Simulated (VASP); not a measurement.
A convergence study with VASP on CaS (rock salt): one setting is varied, all else stays as given below, so the limit is that of these other settings.

```
CELL_PARAMETERS angstrom
      0.00000     2.84500     2.84500
      2.84500     0.00000     2.84500
      2.84500     2.84500     0.00000
ATOMIC_POSITIONS crystal
  Ca 0.00000 0.00000 0.00000
  S  0.50000 0.50000 0.50000
```

Method: PBE GGA, VASP's PBE PAW potentials (set 64) (plane waves; VASP). The tightest run used: 550 eV cut-off, 17×17×17 Γ-centred mesh, Gaussian smearing of 0.050 eV, potentials Ca_sv S.

Problem. The settings run are 1×1×1 mesh; 2×2×2 mesh; 3×3×3 mesh; 5×5×5 mesh; 6×6×6 mesh; 7×7×7 mesh; 8×8×8 mesh; 10×10×10 mesh; 11×11×11 mesh; 12×12×12 mesh; 13×13×13 mesh; 14×14×14 mesh; 16×16×16 mesh; 17×17×17 mesh. From which on does the stress (every component) stay within 0.1 GPa of the tightest run?

Solution. From 5×5×5 mesh on: it is off by 0.03 there and by no more than 0.1 in any finer run, while 3×3×3 mesh is off by 0.48.
```json
[
 {"setting": "1×1×1 mesh", "E (eV/atom)": "-0.6296", "pressure (GPa)": "36.95", "irreducible k-points": "1", "difference judged (GPa)": "36.11"},
 {"setting": "2×2×2 mesh", "E (eV/atom)": "-4.8869", "pressure (GPa)": "4.01", "irreducible k-points": "3", "difference judged (GPa)": "3.17"},
 {"setting": "3×3×3 mesh", "E (eV/atom)": "-5.1486", "pressure (GPa)": "1.32", "irreducible k-points": "4", "difference judged (GPa)": "0.48"},
 {"setting": "5×5×5 mesh", "E (eV/atom)": "-5.1807", "pressure (GPa)": "0.87", "irreducible k-points": "10", "difference judged (GPa)": "0.03"},
 {"setting": "6×6×6 mesh", "E (eV/atom)": "-5.1816", "pressure (GPa)": "0.85", "irreducible k-points": "16", "difference judged (GPa)": "0.01"},
 {"setting": "7×7×7 mesh", "E (eV/atom)": "-5.1818", "pressure (GPa)": "0.84", "irreducible k-points": "20", "difference judged (GPa)": "0.00"},
 {"setting": "8×8×8 mesh", "E (eV/atom)": "-5.1818", "pressure (GPa)": "0.84", "irreducible k-points": "29", "difference judged (GPa)": "0.00"},
 {"setting": "10×10×10 mesh", "E (eV/atom)": "-5.1818", "pressure (GPa)": "0.84", "irreducible k-points": "47", "difference judged (GPa)": "0.00"},
 {"setting": "11×11×11 mesh", "E (eV/atom)": "-5.1818", "pressure (GPa)": "0.84", "irreducible k-points": "56", "difference judged (GPa)": "0.00"},
 {"setting": "12×12×12 mesh", "E (eV/atom)": "-5.1818", "pressure (GPa)": "0.84", "irreducible k-points": "72", "difference judged (GPa)": "0.00"},
 {"setting": "13×13×13 mesh", "E (eV/atom)": "-5.1818", "pressure (GPa)": "0.84", "irreducible k-points": "84", "difference judged (GPa)": "0.00"},
 {"setting": "14×14×14 mesh", "E (eV/atom)": "-5.1818", "pressure (GPa)": "0.84", "irreducible k-points": "104", "difference judged (GPa)": "0.00"},
 {"setting": "16×16×16 mesh", "E (eV/atom)": "-5.1818", "pressure (GPa)": "0.84", "irreducible k-points": "145", "difference judged (GPa)": "0.00"},
 {"setting": "17×17×17 mesh", "E (eV/atom)": "-5.1818", "pressure (GPa)": "0.84", "irreducible k-points": "165", "difference judged (GPa)": "0.00"}
]
```

Left out are rungs that failed or repeat a setting and relaxations that didn't move; long series are thinned to 24 rows.

The compound is CaS in the rock salt structure. The cell was not relaxed at this level.
